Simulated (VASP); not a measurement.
Consider the following.

```yaml
crystal:
  lattice:
    - [0.00000, 3.04202, 3.04202]
    - [3.04202, 0.00000, 3.04202]
    - [3.04202, 3.04202, 0.00000]
  atoms:
    - { symbol: Cd, position: [0.00000, 0.00000, 0.00000] }
    - { symbol: Se, position: [0.75000, 0.75000, 0.75000] }
```

Calculation: PBE GGA, VASP's PBE PAW potentials (set 64) (plane waves; VASP 6.6.1). Settings: 300 eV cut-off, 6×6×6 Γ-centred mesh, Gaussian smearing of 0.010 eV, potentials Cd Se.

At this cut-off the stress carries a Pulay error, which pulls relaxed volumes low.

Problem. Give the stress tensor in GPa (positive for a compressed cell).

Solution. 
```
3.11  0.00  0.00
0.00  3.11  0.00
0.00  0.00  3.11
```
The pressure is its mean diagonal, 3.11 GPa.

The structure comes from a computed database's CdSe entry; how it stands against other phases isn't given here. The cell was not relaxed at this level.
